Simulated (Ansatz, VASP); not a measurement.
**Ba (Ba(100)) in two plane-wave programs**

Aim: how closely do two programs agree when they are given the same cell, functional and k mesh? The structure shown is the end of the VASP relaxation below.

Program: Ansatz 0.2.0. Level of theory: plane waves, with VASP 6.6.1 beside it; single point at PBEsol. Results are calculated unless marked as measured.

### Step 1. Starting point

The cell holds 9 atoms: 9 Ba. Cell: a = 4.894 Å, b = 4.894 Å, c = 34.576 Å, α = 90.0°, β = 90.0°, γ = 90.0°. It derives from Ba. As first built, before any earlier steps moved the atoms (in the runner's words): 9 layers of bcc Ba, cut at this functional's lattice. Vacuum lies along c.

### Step 2. VASP: relaxation, PBEsol

This run makes the geometry at which the two programs are then compared.

Lines of VASP's logs that name or quote its potential files are left out, and so is its time.

Contents of INCAR:

```
SYSTEM = Ba
PREC = Normal
ENCUT = 320
EDIFF = 1E-05
NELM = 120
ISMEAR = 1
SIGMA = 0.15
LREAL = .FALSE.
ALGO = Fast
GGA = PS
NBANDS = 55
LORBIT = 11
LWAVE = .FALSE.
LCHARG = .FALSE.
KPAR = 4
IBRION = 2
NSW = 40
ISIF = 2
EDIFFG = -0.03
POTIM = 0.4
MAXMIX = 40
```

Contents of POSCAR:

```
Ba
1.0
    4.8939373562      0.0000000000      0.0000000000
    0.0000000000      4.8939373562      0.0000000000
    0.0000000000      0.0000000000     34.5757494248
Ba
9
Direct
    0.0000000000      0.0000000000      0.2169150400
    0.5000000000      0.5000000000      0.2876862800
    0.0000000000      0.0000000000      0.3584575200
    0.5000000000      0.5000000000      0.4292287600
    0.0000000000      0.0000000000      0.5000000000
    0.5000000000      0.5000000000      0.5707712400
    0.0000000000      0.0000000000      0.6415424800
    0.5000000000      0.5000000000      0.7123137200
    0.0000000000      0.0000000000      0.7830849600
```

Contents of KPOINTS:

```
Automatic mesh
0
Gamma
6 6 1
0 0 0
```

PAW data sets: Ba_sv (PBE family, release 64).

Launch:

```sh
$ mpirun -np 4 vasp_std
```

Numbers of over 12 decimals in the logs are rounded to 6 here.

Output:

```text
[banner, memory and clock lines left out]
running    4 mpi-ranks, on    1 nodes
 distrk:  each k-point on    1 cores,    4 groups
 distr:  one band on    1 cores,    1 groups

 POSCAR found type information on POSCAR Ba
 POSCAR found :  1 types and       9 ions
|                                                                             |
|               ----> ADVICE to this user running VASP <----                  |
|                                                                             |
|     You enforced a specific xc type in the INCAR file but a different       |
|     [... a line on the potential file left out ...]
|     I HOPE YOU KNOW WHAT YOU ARE DOING!                                     |
|                                                                             |

 LDA part: xc-table for (Slater+PW92), standard interpolation
 POSCAR, INCAR and KPOINTS ok, starting setup
 FFT: planning ... GRIDC
 FFT: planning ... GRID_SOFT
 FFT: planning ... GRID
 WAVECAR not read
 entering main loop
       N       E                     dE             d eps       ncg     rms          rms(c)
DAV:   1     0.743186356211E+03    0.74319E+03   -0.27880E+04  1228   0.878E+02
DAV:   2     0.669188440663E+02   -0.67627E+03   -0.66894E+03  1487   0.242E+02
DAV:   3    -0.149172300440E+02   -0.81836E+02   -0.80471E+02  1641   0.843E+01
DAV:   4    -0.197969797812E+02   -0.48797E+01   -0.48346E+01  1680   0.186E+01
DAV:   5    -0.200087452075E+02   -0.21177E+00   -0.21044E+00  1736   0.356E+00    0.583E+00
RMM:   6    -0.244059760515E+02   -0.43972E+01   -0.26062E+01  1325   0.501E+00    0.666E+00
RMM:   7    -0.183380447498E+02    0.60679E+01   -0.29602E+00  1318   0.310E+00    0.291E+00
RMM:   8    -0.181515730880E+02    0.18647E+00   -0.16590E+00  1343   0.206E+00    0.149E+00
RMM:   9    -0.181478657812E+02    0.37073E-02   -0.12672E+00  1419   0.123E+00    0.457E-01
RMM:  10    -0.181539596898E+02   -0.60939E-02   -0.29754E-01  1381   0.662E-01    0.269E-01
RMM:  11    -0.181671683900E+02   -0.13209E-01   -0.17117E-01  1410   0.419E-01    0.181E-01
RMM:  12    -0.181779187785E+02   -0.10750E-01   -0.82822E-02  1403   0.236E-01    0.980E-02
RMM:  13    -0.181839494915E+02   -0.60307E-02   -0.47956E-02  1343   0.187E-01    0.707E-02
RMM:  14    -0.181878704064E+02   -0.39209E-02   -0.32418E-02  1316   0.118E-01    0.448E-02
[...]
RMM:  29    -0.181952318462E+02   -0.33983E-04   -0.40011E-04   633   0.723E-03    0.614E-03
RMM:  30    -0.181952608405E+02   -0.28994E-04   -0.32239E-04   553   0.633E-03    0.514E-03
RMM:  31    -0.181952853557E+02   -0.24515E-04   -0.25135E-04   429   0.514E-03    0.547E-03
RMM:  32    -0.181953060781E+02   -0.20722E-04   -0.20962E-04   365   0.455E-03    0.577E-03
RMM:  33    -0.181953214898E+02   -0.15412E-04   -0.16250E-04   347   0.432E-03    0.570E-03
RMM:  34    -0.181953350236E+02   -0.13534E-04   -0.14024E-04   341   0.417E-03    0.593E-03
RMM:  35    -0.181953460752E+02   -0.11052E-04   -0.10483E-04   322   0.368E-03    0.675E-03
RMM:  36    -0.181953533029E+02   -0.72277E-05   -0.90315E-05   378   0.413E-03
   1 F= -.18195353E+02 E0= -.18199228E+02  d E =-.181954E+02
[...]
2 F= -.18197225E+02 E0= -.18203039E+02  d E =-.187198E-02
[...]
3 F= -.18207579E+02 E0= -.18213914E+02  d E =-.122257E-01
 curvature:  -2.79 expect dE=-0.251E-02 dE for cont linesearch -0.220E-02
 ZBRENT: increasing intervall
 opt :  10.0000  next Energy=   -18.209698 (dE=-0.143E-01)
 bond charge predicted
       N       E                     dE             d eps       ncg     rms          rms(c)
DAV:   1    -0.181980382907E+02    0.95377E-02   -0.73151E+00  1100   0.841E+00    0.439E-01
RMM:   2    -0.182264878793E+02   -0.28450E-01   -0.17523E-01  1239   0.143E+00    0.275E-01
RMM:   3    -0.182185451720E+02    0.79427E-02   -0.26873E-02  1627   0.484E-01    0.192E-01
RMM:   4    -0.182218809835E+02   -0.33358E-02   -0.96424E-03  1721   0.225E-01    0.218E-01
RMM:   5    -0.182239694470E+02   -0.20885E-02   -0.47150E-03  1720   0.131E-01    0.238E-01
RMM:   6    -0.182240637243E+02   -0.94277E-04   -0.19204E-03  1552   0.826E-02    0.241E-01
RMM:   7    -0.182266874554E+02   -0.26237E-02   -0.18579E-03  1534   0.679E-02    0.267E-01
RMM:   8    -0.182241881443E+02    0.24993E-02   -0.66361E-04  1479   0.523E-02    0.271E-01
RMM:   9    -0.182212350032E+02    0.29531E-02   -0.73132E-04  1381   0.452E-02    0.252E-01
RMM:  10    -0.182196478611E+02    0.15871E-02   -0.81992E-04  1281   0.374E-02    0.229E-01
RMM:  11    -0.182184822894E+02    0.11656E-02   -0.51110E-04  1146   0.267E-02    0.212E-01
RMM:  12    -0.182187266761E+02   -0.24439E-03   -0.14454E-04  1039   0.206E-02    0.217E-01
RMM:  13    -0.182144522545E+02    0.42744E-02   -0.30041E-03  1437   0.711E-02    0.189E-01
RMM:  14    -0.182139705357E+02    0.48172E-03   -0.14670E-03  1081   0.369E-02    0.165E-01
[...]
RMM:  18    -0.182105012678E+02    0.34661E-03   -0.15933E-03  1312   0.527E-02    0.503E-02
RMM:  19    -0.182105635052E+02   -0.62237E-04   -0.22555E-03  1303   0.497E-02    0.271E-02
RMM:  20    -0.182107678344E+02   -0.20433E-03   -0.12923E-03  1077   0.340E-02    0.416E-02
RMM:  21    -0.182108091667E+02   -0.41332E-04   -0.26843E-04   975   0.194E-02    0.441E-02
RMM:  22    -0.182107315999E+02    0.77567E-04   -0.95641E-05   968   0.152E-02    0.336E-02
RMM:  23    -0.182106703194E+02    0.61281E-04   -0.42677E-04  1136   0.287E-02    0.126E-02
RMM:  24    -0.182106843112E+02   -0.13992E-04   -0.99913E-05   890   0.124E-02    0.102E-02
RMM:  25    -0.182106913621E+02   -0.70510E-05   -0.40377E-05   776   0.740E-03
   4 F= -.18210691E+02 E0= -.18216721E+02  d E =-.153381E-01
 curvature:  -2.69 expect dE=-0.137E-03 dE for cont linesearch -0.456E-04
 trial: gam=-0.05803 g(F)=  0.510E-04 g(S)=  0.000E+00 ort = 0.226E-03 (trialstep = 0.280E+01)
 search vector abs. value=  0.349E-04
 reached required accuracy - stopping structural energy minimisation
```

OUTCAR, selected parts (step 2):

```text
ion  position               nearest neighbor table
   1  0.000  0.000  0.217-   2 4.24   2 4.24   2 4.24   2 4.24
   2  0.500  0.500  0.288-   1 4.24   3 4.24   1 4.24   3 4.24   1 4.24   3 4.24   1 4.24   3 4.24

  LATTYP: Found a simple tetragonal cell.
 ALAT       =     4.8939373562
 C/A-ratio  =     7.0650167561

 Subroutine GETGRP returns: Found 16 space group operations
 (whereof 16 operations were pure point group operations)

The static configuration has the point symmetry D_4h.

 Found     10 irreducible k-points:

   k-points           NKPTS =     10   k-points in BZ     NKDIM =     10   number of bands    NBANDS=     55

   dimension x,y,z NGX =    24 NGY =   24 NGZ =  160
   dimension x,y,z NGXF=    48 NGYF=   48 NGZF=  320

   ENCUT  =  320.0 eV  23.52 Ry    4.85 a.u.   7.14  7.14 50.43*2*pi/ulx,y,z

   NELECT =      90.0000    total number of electrons

 k-points in reciprocal lattice and weights: Automatic mesh
   0.00000000  0.00000000  0.00000000       0.028
   0.16666667  0.00000000  0.00000000       0.111
   0.33333333  0.00000000  0.00000000       0.111
   0.50000000  0.00000000  0.00000000       0.056
   0.16666667  0.16666667  0.00000000       0.111
   0.33333333  0.16666667  0.00000000       0.222
   0.50000000  0.16666667  0.00000000       0.111
   0.33333333  0.33333333  0.00000000       0.111
   0.50000000  0.33333333  0.00000000       0.111
   0.50000000  0.50000000  0.00000000       0.028

 average (electrostatic) potential at core
       1 -41.1553       2 -40.3287       3 -40.3668       4 -40.3889       5 -40.3687
       6 -40.3889       7 -40.3668       8 -40.3287       9 -41.1553

 E-fermi :   0.3546

 k-point     1 :       0.0000    0.0000    0.0000
  band No.  band energies     occupation
    ...
     44      -0.2225      2.00000
     45      -0.0973      2.00017
     46      -0.0509      2.00089
     47       0.0094      2.00537
     48       0.1597      2.06935
     49       0.5525     -0.06852
     50       0.9699     -0.00000
     51       1.0492     -0.00000
     52       1.0761     -0.00000
     53       1.5251     -0.00000
    ...

 k-point     2 :       0.1667    0.0000    0.0000
  band No.  band energies     occupation
    ...
     44      -0.0378      2.00136
     45       0.0113      2.00565
     46       0.0486      2.01402
     47       0.1369      2.05949
     48       0.3501      1.05087
     49       0.6419     -0.02083
     50       0.9357     -0.00000
     51       1.1035     -0.00000
     52       1.1301     -0.00000
     53       1.3819     -0.00000
    ...

 k-point     3 :       0.3333    0.0000    0.0000
  band No.  band energies     occupation
    ...
     42      -0.2989      2.00000
     43      -0.1095      2.00011
     44       0.0478      2.01377
     45       0.1093      2.04284
     46       0.3555      0.99018
     47       0.5141     -0.06097
     48       0.7703     -0.00063
     49       0.9367     -0.00000
     50       1.0773     -0.00000
     51       1.2296     -0.00000
    ...

  Total       -1.2348276     -1.2348276      0.0403067      0.0000000      0.0000000      0.0000000
  in kB       -2.3890679     -2.3890679      0.0779828      0.0000000      0.0000000      0.0000000
  external PRESSURE =      -1.5667176 kB  Pullay stress =       0.0000000 kB

  energy-cutoff  :      320.00
  volume of cell :      828.11
      direct lattice vectors                 reciprocal lattice vectors
     4.893937356  0.000000000  0.000000000     0.204334450  0.000000000  0.000000000
     0.000000000  4.893937356  0.000000000     0.000000000  0.204334450  0.000000000
     0.000000000  0.000000000 34.575749425     0.000000000  0.000000000  0.028922005

 POSITION                                       TOTAL-FORCE (eV/Angst)
 -----------------------------------------------------------------------------------
      4.89394      4.89394      7.47227        -0.000000     -0.000000     -0.007836
      2.44697      2.44697     10.00067        -0.000000      0.000000      0.017292
      4.89394      4.89394     12.34957         0.000000     -0.000000     -0.004894
      2.44697      2.44697     14.85494        -0.000000     -0.000000     -0.016622
      0.00000      4.89394     17.28787        -0.000000      0.000000     -0.000000
      2.44697      2.44697     19.72081         0.000000      0.000000      0.016622
      0.00000      0.00000     22.22618        -0.000000      0.000000      0.004894
      2.44697      2.44697     24.57507        -0.000000      0.000000     -0.017292
      0.00000      4.89394     27.10348        -0.000000     -0.000000      0.007836
 -----------------------------------------------------------------------------------
    total drift:                               -0.000000     -0.000000     -0.000000

  FREE ENERGIE OF THE ION-ELECTRON SYSTEM (eV)
  ---------------------------------------------------
  free  energy   TOTEN  =       -18.2106913621 eV

  energy  without entropy=      -18.2287789930  energy(sigma->0) =      -18.21672057

 reached required accuracy - stopping structural energy minimisation

 total charge
# of ion       s       p       d       tot
------------------------------------------
    1        2.073   5.545   0.232   7.849
    2        2.068   5.531   0.310   7.909
    3        2.069   5.532   0.303   7.904
    4        2.070   5.533   0.297   7.900
    5        2.073   5.530   0.302   7.905
    6        2.070   5.533   0.297   7.900
    7        2.069   5.532   0.303   7.904
    8        2.068   5.531   0.310   7.909
    9        2.073   5.545   0.232   7.849
--------------------------------------------------
tot         18.632  49.812   2.585  71.029

[... 3 further parts left out ...]
```

The run keeps the 16 symmetry operations of its start, so it cannot find a distortion of lower symmetry.

### Step 3. Ansatz: single point, PBEsol

Ansatz runs on its default PAW (the set named soft_2) files.

The same cell, functional, mesh and smearing now go to Ansatz, which takes its cutoff from its data sets.

Contents of input.yaml:

```yaml
crystal:
  lattice:
    - [4.89393736, 0.0, 0.0]
    - [0.0, 4.89393736, 0.0]
    - [0.0, 0.0, 34.57574942]
  atoms:
    - { symbol: Ba, position: [0.0, 0.0, 0.21611293] }
    - { symbol: Ba, position: [0.5, 0.5, 0.28923957] }
    - { symbol: Ba, position: [0.0, 0.0, 0.35717424] }
    - { symbol: Ba, position: [0.5, 0.5, 0.42963452] }
    - { symbol: Ba, position: [0.0, 0.0, 0.5] }
    - { symbol: Ba, position: [0.5, 0.5, 0.57036548] }
    - { symbol: Ba, position: [0.0, 0.0, 0.64282576] }
    - { symbol: Ba, position: [0.5, 0.5, 0.71076043] }
    - { symbol: Ba, position: [0.0, 0.0, 0.78388707] }
hamiltonian:
  xc: pbesol
  pseudopotentials: { kind: paw }
kpoints:
  mp_grid: { grid: [6, 6, 1] }
scf:
  occupations: { method: methfessel_paxton, width: 0.15 }
  n_extra_bands: 6
output:
  forces: true
  eigenvalues: true
```

Launch:

```sh
$ ansatz run input.yaml --threads 4 --pin off --max-ram 9216MiB --backend cpu --events-out ev --progress --plain --runs-dir out
```

Output:

```text
scf.n_extra_bands = 6 over 45 filled bands (N_el = 90.0): the run solves 51 bands
Engine: ansatz 0.2.0, aarch64-unknown-linux-gnu
Pseudopotentials: kind: paw
Pseudopotential: Ba, paw, valence charge 10, recommended cutoff 420 eV (normal), Ba.paw.azcp
Functional definition: PBEsol
  exchange = pbesol_x
  correlation = pbesol_c
Crystal: 9 atoms, lattice volume = 828.111 Å³
Basis set: ecut = 420 eV, 16223 PW (Γ), exchange–correlation on 72×72×480 points (8 copies of the dense FFT grid, shifted against one another)
Bands: 51, of which v1, the nominal top of the filled ones, is band 45 counted from 1 (44 counted from 0)
Symmetry: 16 space group operations
Space group: P4/mmm (ITA 123), of the structure as read, at distance tolerance 9.4e-5 Å
k-points: 10 of 36
Non-local potential: Ba, projectors of the file, l = 0: 3, l = 1: 2, l = 2: 2, l = 3: 2
PAW form: soft (Blöchl's): semilocal exchange-correlation on the pseudo side does not see the compensation charge
PAW frozen core: Ba, regenerated for the run's functional, and the local potential with it (the file was generated under x = pbe(κ = 0.804, μ = 0.219515), c = pbe(β = 0.066725))
PAW one-centre angular grid: Ba, 194 points (default); XC on 64 Gauss nodes
Initial density: superposition of atomic densities (neutral atoms: chi_scale 0, normalization atom), corrected by the library's trained network
Initial wavefunctions: pseudopotential atomic-orbital guess
Functional: x = pbesol(κ = 0.804, μ = 0.123457), c = pbesol(β = 0.046)
SCF iter   1: F=—  HF=-52762.342804 eV  |F-HF|=—  |Δ(HF+E_count)|=         —  Δρ=1.54e-3  dr2=4.56e-2  ethr=1.77e-3  ⟨swp⟩=18.5  Hψ=3571  notcnv=0
preconditioner: auto → LDOS  [metal: Δε(μ)=0.050 eV  Ē_g=1.166 eV  σ=0.150 eV  W_gap=0.27  n_scr=100 (ndim 8)  ℏωp=5.5 eV  f_vac=0.304  D(μ)=11.09/eV (n_scr^D=52)  β→1.0]
SCF iter   2: F=—  HF=-52762.343532 eV  |F-HF|=—  |Δ(HF+E_count)|=   7.28e-4  S|Δr|=    0.00e0  Δρ=3.84e-4  dr2=3.08e-3  ethr=5.07e-5  ⟨swp⟩=3.0  Hψ=1057  notcnv=0
SCF iter   3: F=—  HF=-52762.343967 eV  |F-HF|=—  |Δ(HF+E_count)|=   4.36e-4  S|Δr|=    0.00e0  Δρ=1.74e-4  dr2=7.16e-4  ethr=3.42e-6  ⟨swp⟩=2.9  Hψ=931  notcnv=0
SCF iter   4: F=—  HF=-52762.343863 eV  |F-HF|=—  |Δ(HF+E_count)|=   1.05e-4  S|Δr|=    0.00e0  Δρ=5.02e-5  dr2=4.27e-5  ethr=7.95e-7  ⟨swp⟩=2.4  Hψ=891  notcnv=0
SCF iter   5: F=—  HF=-52762.343959 eV  |F-HF|=—  |Δ(HF+E_count)|=   9.57e-5  S|Δr|=    0.00e0  Δρ=1.42e-5  dr2=3.78e-6  ethr=4.75e-8  ⟨swp⟩=3.5  Hψ=959  notcnv=0
SCF iter   6: F=—  HF=-52762.343958 eV  |F-HF|=—  |Δ(HF+E_count)|=   2.34e-7  S|Δr|=    0.00e0  Δρ=4.07e-6  dr2=3.86e-7  ethr=4.20e-9  ⟨swp⟩=3.0  Hψ=936  notcnv=0
SCF iter   7: F=-52762.343958 eV  HF=-52762.343958 eV  |F-HF|=5.28e-8  |Δ(HF+E_count)|=   2.56e-8  S|Δr|=    0.00e0  Δρ=1.44e-6  dr2=7.03e-8  ethr=1.11e-10  ⟨swp⟩=21.6  Hψ=3230  notcnv=0
SCF 1 converged in 7 iterations: F = -52762.343958 eV  dr2 = 7.03e-8
  greatest PAW one-centre occupation: 0.960 electrons in one spin orbital (limit 2), on the Ba atom at site 4 (counted from 0), in its partial waves of l = 0
SCF converged after 7 iterations
Stability not checked: this state was not tested for a lower state beside it, because cold or Methfessel-Paxton smearing, or corrected tetrahedra, fill the levels in a way that the test cannot read (fill_not_monotonic; see scf.lower_state_search)
Free energy (F): -52762.343958 eV
Harris-Foulkes:  -52762.343958 eV  (|F-HF|=5.28e-8)
Internal energy: -52762.361903 eV  (E = F + TS)
E sigma→0 (E₀):  -52762.348444 eV
Entropy (-TS):   0.017944 eV (1.994 meV/atom)
Fermi energy:    3.217908 eV
Step filling:    the computed levels leave a gap of 0.0022 eV = 0.0 smearing widths at the electron count; against every level under it full and every level over it empty, smearing changes F+E_penalty+E_count by +5.992 meV and its σ→0 estimate by +1.506 meV
--- Per-component energies (eV) ---
  E_band       = -998.543664
  E_kinetic    = 1498.681583
  E_local      = -26746.543322  (includes V_loc(G=0)·N_el)
  E_nonlocal   = 526.477484
  E_hartree    = 12627.295463
  E_xc         = -1485.306604
  E_vxc        = -1198.939175  (∫ρ·V_xc dr)
  E_paw        = -46264.454764  (= ΣΔE_a)
  E_vpaw       = -332.838365  (= ΣTr[D̂ρ^β])
  E_aug_tail   = -0.000018  (compensation charges beyond the density's cutoff)
  E_ewald      = 7080.125376
  E_core_change = 1.362898  (= ΣΔE_core)
  E_smearing   = 0.017944  (= −TS)
  E_closure    = -0.000000  (closes the sum)
  Σ components = -52762.343958   (vs F -52762.343958, Δ=0.00e0)
--- Forces (eV/Å), atoms counted from 1 ---
  atom   1  Ba     0.00000000     0.00000000     0.00013769
  atom   2  Ba     0.00000000     0.00000000     0.02049587
  atom   3  Ba     0.00000000     0.00000000    -0.00894854
  atom   4  Ba     0.00000000     0.00000000    -0.01416966
  atom   5  Ba     0.00000000     0.00000000     0.00000000
  atom   6  Ba     0.00000000     0.00000000     0.01416966
  atom   7  Ba     0.00000000     0.00000000     0.00894854
  atom   8  Ba     0.00000000     0.00000000    -0.02049587
  atom   9  Ba     0.00000000     0.00000000    -0.00013769
  max |Σ_I F_I| component: 1.73e-18 eV/Å
--- Band table (eV; the first three rows and the last of 10) ---
  k-point 0: bands = [... 41 lower, 2.6087, 2.6338, 2.6524, 2.7700, 2.8231, 2.8826, 3.0187, 3.4000, ... 2 higher]
  k-point 1: bands = [... 41 lower, 2.6699, 2.7780, 2.8345, 2.8783, 2.9164, 3.0061, 3.2125, 3.4946, ... 2 higher]
  k-point 2: bands = [... 41 lower, 2.5708, 2.7584, 2.9145, 2.9807, 3.2103, 3.3760, 3.6324, 3.7956, ... 2 higher]
  k-point 9: bands = [... 41 lower, 3.0766, 3.3619, 3.5629, 3.6458, 3.6458, 3.6530, 3.6530, 3.6778, ... 2 higher]
```

The job ended after 8.5 s (4 threads of Arm Neoverse V2, shared host; peak memory 1.6 GiB; 31 s of CPU time).

In the SCF lines HF is the Harris–Foulkes energy and dr2 the Hartree energy of the density residual, in eV; the loop may stop once dr2 is under the threshold and the program's other checks hold. Hψ counts applications of the Hamiltonian.

### Step 4. Comparison

Known differences besides the potentials themselves: the cutoff is 420 eV in Ansatz and 320 eV in VASP (PREC = Normal); Ansatz makes its cores anew for this functional, VASP keeps those of its PBE data sets; VASP leaves aspherical gradient terms in its spheres out (LASPH is not set), Ansatz keeps them. Total energies have different zeros and are not compared.

At this near-relaxed geometry the largest component of a force difference is 8 meV/Å.

### Step 5. What came out

| Property | Result |
| --- | --- |
| r.m.s. force difference (single point, PBEsol) | 2.7 meV/Å |

The r.m.s. force difference is 2.7 meV/Å (single point, PBEsol), within the 12 meV/Å picked in this series as the mark of a large difference. Such differences can come from data sets, numerical settings and the points named under the comparisons, not from the functional's error against experiment.

[Lines on the potential files, build, host, timing and source positions are cut from VASP's logs without a mark.]

[Logs are printed without paths, hosts, clocks, repeated set-up lines and the standing remarks that a program may print on its own settings, such as how far it seeks lower states.]

[Hosts, paths, dates, database ids (printed as entryN), source tags and the programs' standing remarks are cut or masked in the printed files.]
